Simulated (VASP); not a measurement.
Calculation: PW91 GGA, VASP's PBE PAW potentials (set 64) (plane waves; VASP).

VASP input:

### KPOINTS
```
kpoints
0
Gamma
11 11 11
```

**INCAR**
```
LWAVE  =  .False.
ALGO  =  Normal   ! blocked Davidson
EDIFFG  =  -0.01   ! ionic stop
SIGMA  =  0.1
IBRION  =  2   ! conjugate gradients
LASPH  =  .True.
GGA  =  91   ! PW91
ISIF  =  3
SYSTEM  =  As
NELM  =  100   ! most electronic steps
EDIFF  =  1E-6   ! SCF stop (eV)
ENCUT  =  520   ! plane-wave cut-off (eV)
LMAXMIX  =  4
PREC  =  Accurate
ISMEAR  =  1
LREAL  =  .False.
NSW  =  60   ! most ionic steps
LCHARG  =  .False.
```

### POSCAR
```
As
1.0
  3.6803640000  -1.8800000000   0.0000000000
  3.6803640000   1.8800000000   0.0000000000
  2.7200240000   0.0000000000   3.1114220000
As
2
Direct
  0.2270000000   0.2270000000   0.2270000000
  0.7730000000   0.7730000000   0.7730000000
```

POTCAR, in this order: As (PBE.64 set). Program: vasp_std.

The resulting files:

### OSZICAR
```
       N       E                     dE             d eps       ncg     rms          rms(c)
DAV:   1     0.318464851573E+02    0.31846E+02   -0.43726E+03  2628   0.926E+02
DAV:   2    -0.810781032938E+01   -0.39954E+02   -0.38685E+02  3977   0.125E+02
DAV:   3    -0.937335008953E+01   -0.12655E+01   -0.12630E+01  3048   0.269E+01
DAV:   4    -0.938002354751E+01   -0.66735E-02   -0.66719E-02  3308   0.204E+00
DAV:   5    -0.938003921786E+01   -0.15670E-04   -0.15670E-04  2969   0.916E-02    0.338E+00
DAV:   6    -0.936567305856E+01    0.14366E-01   -0.77381E-03  2948   0.642E-01    0.204E+00
DAV:   7    -0.935900795009E+01    0.66651E-02   -0.15671E-02  2827   0.948E-01    0.873E-02
DAV:   8    -0.935908218450E+01   -0.74234E-04   -0.49154E-04  2702   0.169E-01    0.340E-02
DAV:   9    -0.935911693166E+01   -0.34747E-04   -0.62558E-05  3079   0.620E-02    0.136E-02
DAV:  10    -0.935911649468E+01    0.43698E-06   -0.43651E-06  2867   0.141E-02
   1 F= -.93591165E+01 E0= -.93590843E+01  d E =-.935912E+01
       N       E                     dE             d eps       ncg     rms          rms(c)
DAV:   1    -0.944363806178E+01   -0.84521E-01   -0.24092E+00  2759   0.927E+00    0.126E+00
DAV:   2    -0.939224618339E+01    0.51392E-01   -0.59858E-02  2684   0.185E+00    0.734E-01
DAV:   3    -0.936927566388E+01    0.22971E-01   -0.60174E-02  2717   0.138E+00    0.146E-01
DAV:   4    -0.936922491647E+01    0.50747E-04   -0.50422E-04  2752   0.188E-01    0.996E-02
DAV:   5    -0.936918698204E+01    0.37934E-04   -0.85113E-05  2987   0.711E-02    0.250E-02
DAV:   6    -0.936918845777E+01   -0.14757E-05   -0.96262E-06  2737   0.237E-02    0.768E-03
DAV:   7    -0.936918897572E+01   -0.51795E-06   -0.51504E-07  1368   0.521E-03
   2 F= -.93691890E+01 E0= -.93691931E+01  d E =-.100725E-01
       N       E                     dE             d eps       ncg     rms          rms(c)
DAV:   1    -0.939669607021E+01   -0.27508E-01   -0.48010E-01  2764   0.427E+00    0.575E-01
DAV:   2    -0.938670880526E+01    0.99873E-02   -0.11011E-02  2709   0.791E-01    0.325E-01
DAV:   3    -0.938229067065E+01    0.44181E-02   -0.11390E-02  2713   0.605E-01    0.785E-02
DAV:   4    -0.938228351818E+01    0.71525E-05   -0.81622E-05  2754   0.785E-02    0.567E-02
DAV:   5    -0.938227576203E+01    0.77561E-05   -0.16902E-05  2948   0.323E-02    0.998E-03
DAV:   6    -0.938227566442E+01    0.97607E-07   -0.17963E-06  2408   0.105E-02
   3 F= -.93822757E+01 E0= -.93822794E+01  d E =-.231592E-01
       N       E                     dE             d eps       ncg     rms          rms(c)
DAV:   1    -0.938305541313E+01   -0.77965E-03   -0.19039E-02  2771   0.877E-01    0.569E-02
DAV:   2    -0.938297758803E+01    0.77825E-04   -0.61701E-04  2894   0.178E-01    0.374E-02
DAV:   3    -0.938291500772E+01    0.62580E-04   -0.14377E-04  3159   0.710E-02    0.831E-03
DAV:   4    -0.938291454720E+01    0.46052E-06   -0.31654E-06  2901   0.134E-02
   4 F= -.93829145E+01 E0= -.93829419E+01  d E =-.638883E-03
       N       E                     dE             d eps       ncg     rms          rms(c)
DAV:   1    -0.938307746343E+01   -0.16246E-03   -0.80089E-03  2786   0.569E-01    0.367E-02
DAV:   2    -0.938304471284E+01    0.32751E-04   -0.25566E-04  2904   0.115E-01    0.240E-02
DAV:   3    -0.938301860689E+01    0.26106E-04   -0.60401E-05  3167   0.460E-02    0.546E-03
DAV:   4    -0.938301843786E+01    0.16903E-06   -0.12808E-06  1853   0.875E-03
   5 F= -.93830184E+01 E0= -.93830624E+01  d E =-.742773E-03
       N       E                     dE             d eps       ncg     rms          rms(c)
DAV:   1    -0.938301964600E+01   -0.10391E-05   -0.42437E-05  2756   0.417E-02    0.278E-03
DAV:   2    -0.938301946073E+01    0.18527E-06   -0.14169E-06  2309   0.859E-03
   6 F= -.93830195E+01 E0= -.93830622E+01  d E =-.743796E-03
       N       E                     dE             d eps       ncg     rms          rms(c)
DAV:   1    -0.938301897807E+01    0.66793E-06   -0.80072E-05  2808   0.572E-02    0.385E-03
DAV:   2    -0.938301858118E+01    0.39689E-06   -0.27290E-06  2807   0.119E-02
   7 F= -.93830186E+01 E0= -.93830596E+01  d E =-.742917E-03
       N       E                     dE             d eps       ncg     rms          rms(c)
DAV:   1    -0.938301931468E+01   -0.33661E-06   -0.23812E-05  2707   0.307E-02    0.183E-03
DAV:   2    -0.938301924876E+01    0.65927E-07   -0.59036E-07  1347   0.572E-03
   8 F= -.93830192E+01 E0= -.93830610E+01  d E =-.743584E-03
       N       E                     dE             d eps       ncg     rms          rms(c)
DAV:   1    -0.938307354039E+01   -0.54226E-04   -0.17523E-03  2648   0.242E-01    0.185E-02
DAV:   2    -0.938306636357E+01    0.71768E-05   -0.58071E-05  2694   0.558E-02    0.103E-02
DAV:   3    -0.938306167156E+01    0.46920E-05   -0.16514E-05  2923   0.235E-02    0.226E-03
DAV:   4    -0.938306168892E+01   -0.17361E-07   -0.73677E-07  1380   0.662E-03
   9 F= -.93830617E+01 E0= -.93830989E+01  d E =-.424402E-04
       N       E                     dE             d eps       ncg     rms          rms(c)
DAV:   1    -0.938325612706E+01   -0.19446E-03   -0.15778E-02  2650   0.726E-01    0.555E-02
DAV:   2    -0.938319145428E+01    0.64673E-04   -0.51697E-04  2694   0.166E-01    0.308E-02
DAV:   3    -0.938314977484E+01    0.41679E-04   -0.14742E-04  2922   0.701E-02    0.679E-03
DAV:   4    -0.938315006122E+01   -0.28638E-06   -0.68749E-06  2737   0.198E-02
  10 F= -.93831501E+01 E0= -.93831735E+01  d E =-.130812E-03
```

File OUTCAR:
```
------------------------ aborting loop because EDIFF is reached ----------------------------------------
  FORCE on cell =-STRESS in cart. coord.  units (eV):
  Direction    XX          YY          ZZ          XY          YZ          ZX
  --------------------------------------------------------------------------------------
  Total        0.0163971     -0.0004251      0.0011774     -0.0000000      0.0000000      0.0051922
  in kB        0.5818942     -0.0150863      0.0417849     -0.0000000      0.0000000      0.1842579
  external PRESSURE =       0.2028642 kB  Pullay stress =       0.0000000 kB
  volume of cell :       45.15
      direct lattice vectors                 reciprocal lattice vectors
     3.731601741 -1.912134212 -0.003601790     0.133878102 -0.261487921 -0.116676168
     3.731601741  1.912134212 -0.003601790     0.133878102  0.261487921 -0.116676168
     2.754846967 -0.000000000  3.161002705     0.000305094  0.000000000  0.316089421
 POSITION                                       TOTAL-FORCE (eV/Angst)
 -----------------------------------------------------------------------------------
      2.31960     -0.00000      0.71594        -0.002728      0.000000     -0.000842
      7.89845     -0.00000      2.43786         0.002728     -0.000000      0.000842
 -----------------------------------------------------------------------------------
    total drift:                                0.000000      0.000000      0.000000
  FREE ENERGIE OF THE ION-ELECTRON SYSTEM (eV)
  ---------------------------------------------------
  free  energy   TOTEN  =        -9.3831500612 eV

  energy  without entropy=       -9.3832204885  energy(sigma->0) =       -9.38317354

 reached required accuracy - stopping structural energy minimisation
```
(Selected blocks of OUTCAR.)

### CONTCAR
```
As
   1.00000000000000
     3.7316017413073266   -1.9121342123999796   -0.0036017904644970
     3.7316017413073266    1.9121342123999796   -0.0036017904644970
     2.7548469674941867   -0.0000000000000000    3.1610027050116143
  As
     2
Direct
     0.2270099503761947    0.2270099503761947    0.2270099503706011
     0.7729900496238054    0.7729900496238054    0.7729900496293990
```

Energy and stress use the plane-wave basis of the starting cell.

The compound is As in the a7 structure. This run relaxes it. Symmetry was kept, so distortions that lower it aren't found.
